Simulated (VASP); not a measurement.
All values below come from LDA (Ceperley-Alder, Perdew-Zunger), VASP's LDA PAW potentials (set 64) (plane waves; VASP).

The input files of a VASP run:

### POSCAR
```
FePt
1
    2.6561477504     0.0000000000    -0.0000000000
    0.0000000000     2.6561477504     0.0000000000
   -0.0000000000     0.0000000000     3.6854777687
Fe Pt
1 1
Direct
  0.0000000000   0.0000000000   0.0000000000
  0.5000000000   0.5000000000   0.5000000000
```

File KPOINTS:
```
Automatic mesh
0
Gamma
15 15 11
0 0 0
```

**INCAR**
```
SYSTEM=FePt
PREC=Accurate; ENCUT=400; LREAL=.FALSE.
LASPH=.TRUE.
EDIFF=1E-7; NELM=100; ALGO=Normal
LMAXMIX=6
ISMEAR=-5
MAGMOM=2.7 0.3
ISPIN=2
ISIF=2
LWAVE=.FALSE.; LCHARG=.TRUE.; LORBIT=11
NEDOS=601
```

POTCAR, in this order: Fe Pt (LDA.64 set). Program: vasp_std.

Output of the run:

### OUTCAR
```
 ion  position               nearest neighbor table
   1  0.000  0.000  0.000-   2 2.63   2 2.63   2 2.63   2 2.63   2 2.63   2 2.63   2 2.63   2 2.63
  LATTYP: Found a simple tetragonal cell.
 ALAT       =     2.6561477504
 C/A-ratio  =     1.3875273949
 Subroutine PRICEL returns:
 Original cell was already a primitive cell.
 Subroutine GETGRP returns: Found 16 space group operations
The static configuration has the point symmetry D_4h.
The dynamic configuration has the point symmetry D_4h.
The overall configuration has the point symmetry D_4h.
 Subroutine INISYM returns: Found 16 space group operations
 Subroutine IBZKPT returns following result:
 Found    216 irreducible k-points:

 Following reciprocal coordinates:
            Coordinates               Weight
  0.000000  0.000000  0.000000      1.000000
  0.066667  0.000000  0.000000      4.000000
  0.133333  0.000000  0.000000      4.000000
  0.200000  0.000000  0.000000      4.000000
  0.266667  0.000000  0.000000      4.000000
  0.333333  0.000000  0.000000      4.000000
  0.400000  0.000000  0.000000      4.000000
  0.466667  0.000000  0.000000      4.000000
...
```

### OSZICAR
```
       N       E                     dE             d eps       ncg     rms          rms(c)
DAV:   1     0.760836946613E+02    0.76084E+02   -0.74745E+03 13680   0.112E+03
DAV:   2    -0.159023961285E+02   -0.91986E+02   -0.82658E+02 13275   0.235E+02
DAV:   3    -0.185763929645E+02   -0.26740E+01   -0.25977E+01 16579   0.484E+01
DAV:   4    -0.186059946136E+02   -0.29602E-01   -0.29615E-01 14632   0.438E+00
DAV:   5    -0.186068591864E+02   -0.86457E-03   -0.86542E-03 17946   0.852E-01    0.183E+01
DAV:   6    -0.191830966077E+02   -0.57624E+00   -0.11076E+01 13817   0.802E+01    0.203E+01
DAV:   7    -0.172624568512E+02    0.19206E+01   -0.99324E+00 16503   0.830E+01    0.973E+00
DAV:   8    -0.170680191587E+02    0.19444E+00   -0.52564E-01 17718   0.119E+01    0.473E+00
DAV:   9    -0.170265326352E+02    0.41487E-01   -0.14017E-01 18456   0.773E+00    0.211E+00
DAV:  10    -0.170130092732E+02    0.13523E-01   -0.26384E-02 20201   0.333E+00    0.777E-01
DAV:  11    -0.170117607361E+02    0.12485E-02   -0.23557E-03 17383   0.798E-01    0.281E-01
DAV:  12    -0.170117390842E+02    0.21652E-04   -0.10912E-04 18083   0.141E-01    0.105E-01
DAV:  13    -0.170118947534E+02   -0.15567E-03   -0.52752E-05 16099   0.144E-01    0.704E-02
DAV:  14    -0.170119150059E+02   -0.20253E-04   -0.20269E-05 19035   0.106E-01    0.119E-02
DAV:  15    -0.170119246862E+02   -0.96803E-05   -0.17591E-06 18815   0.183E-02    0.623E-03
DAV:  16    -0.170119267559E+02   -0.20697E-05   -0.45174E-07 11990   0.183E-02    0.325E-03
DAV:  17    -0.170119260525E+02    0.70347E-06   -0.39189E-08  7215   0.236E-03    0.161E-03
DAV:  18    -0.170119254485E+02    0.60399E-06   -0.70567E-09  6956   0.174E-03    0.887E-04
DAV:  19    -0.170119248806E+02    0.56789E-06   -0.71597E-09  6837   0.156E-03    0.112E-04
DAV:  20    -0.170119248757E+02    0.48478E-08   -0.31643E-09  6767   0.715E-04
   1 F= -.17011925E+02 E0= -.17011925E+02  d E =0.000000E+00  mag=     3.0091
```

### OUTCAR
```
------------------------ aborting loop because EDIFF is reached ----------------------------------------
  FORCE on cell =-STRESS in cart. coord.  units (eV):
  Direction    XX          YY          ZZ          XY          YZ          ZX
  --------------------------------------------------------------------------------------
  Total        0.0027002      0.0027002     -0.0703519      0.0000000     -0.0000000     -0.0000000
  in kB        0.1663829      0.1663829     -4.3349892      0.0000000     -0.0000000     -0.0000000
  external PRESSURE =      -1.3340745 kB  Pullay stress =       0.0000000 kB
  volume of cell :       26.00
      direct lattice vectors                 reciprocal lattice vectors
     2.656147750  0.000000000  0.000000000     0.376485081  0.000000000  0.000000000
     0.000000000  2.656147750  0.000000000     0.000000000  0.376485081  0.000000000
     0.000000000  0.000000000  3.685477769     0.000000000  0.000000000  0.271335241
 POSITION                                       TOTAL-FORCE (eV/Angst)
 -----------------------------------------------------------------------------------
      0.00000      0.00000      0.00000         0.000000      0.000000      0.000000
      1.32807      1.32807      1.84274         0.000000      0.000000      0.000000
 -----------------------------------------------------------------------------------
    total drift:                                0.000000     -0.000000     -0.000000
  FREE ENERGIE OF THE ION-ELECTRON SYSTEM (eV)
  ---------------------------------------------------
  free  energy   TOTEN  =       -17.0119248757 eV

  energy  without entropy=      -17.0119248757  energy(sigma->0) =      -17.01192488

 total charge

# of ion       s       p       d       tot
------------------------------------------
    1        0.432   0.497   6.217   7.146
    2        0.746   0.735   8.088   9.569
--------------------------------------------------
tot          1.178   1.232  14.306  16.715

 magnetization (x)

# of ion       s       p       d       tot
------------------------------------------
    1       -0.000  -0.003   2.648   2.645
    2       -0.022  -0.057   0.390   0.310
--------------------------------------------------
tot         -0.022  -0.060   3.038   2.956
```
(Selected blocks of OUTCAR.)

OUTCAR:
```
 val. band max:        9.3576211740   @ k =   0.2667   0.2667   0.0909

 cond. band min:       9.2281143370   @ k =   0.4000   0.4000   0.0000


 Fermi energy:         9.3306468785

 spin component 1

 k-point     1 :       0.0000    0.0000    0.0000
  band No.  band energies     occupation
      1      -0.7272      1.00000
      2       2.5963      1.00000
      3       2.6629      1.00000
      4       5.9285      1.00000
      5       5.9285      1.00000
      6       6.5074      1.00000
      7       7.5988      1.00000
      8       7.6965      1.00000
      9       9.0525      1.00000
     10       9.2834      1.00000
     11       9.2834      1.00000
     12      11.4659      0.00000
     13      19.6553      0.00000
     14      21.6058      0.00000
     15      21.6058      0.00000

 k-point     2 :       0.0667    0.0000    0.0000
  band No.  band energies     occupation
      1      -0.6019      1.00000
      2       2.6615      1.00000
      3       2.7563      1.00000
      4       5.8615      1.00000
      5       5.9658      1.00000
      6       6.5426      1.00000
      7       7.5607      1.00000
      8       7.6956      1.00000
      9       8.8085      1.00000
     10       8.9356      1.00000
     11       9.2492      1.00000
     12      12.0636      0.00000
     13      19.5517      0.00000
     14      21.0048      0.00000
     15      21.8430      0.00000

 k-point     3 :       0.1333    0.0000    0.0000
  band No.  band energies     occupation
      1      -0.2400      1.00000
      2       2.8110      1.00000
      3       3.0693      1.00000
      4       5.6649      1.00000
      5       6.0760      1.00000
      6       6.6283      1.00000
      7       7.4514      1.00000
      8       7.7115      1.00000
      9       8.0049      1.00000
     10       8.6249      1.00000
     11       9.1476      1.00000
     12      13.2426      0.00000
     13      18.8607      0.00000
...
```

For a metal the tetrahedron method with Blöchl corrections gives inexact stress and forces. Unless said otherwise, spin-orbit coupling is left out, though it shifts the bands of the heavy elements here.

The compound is FePt in the L1_0 structure. It was relaxed first, which changed the volume by -5 %.
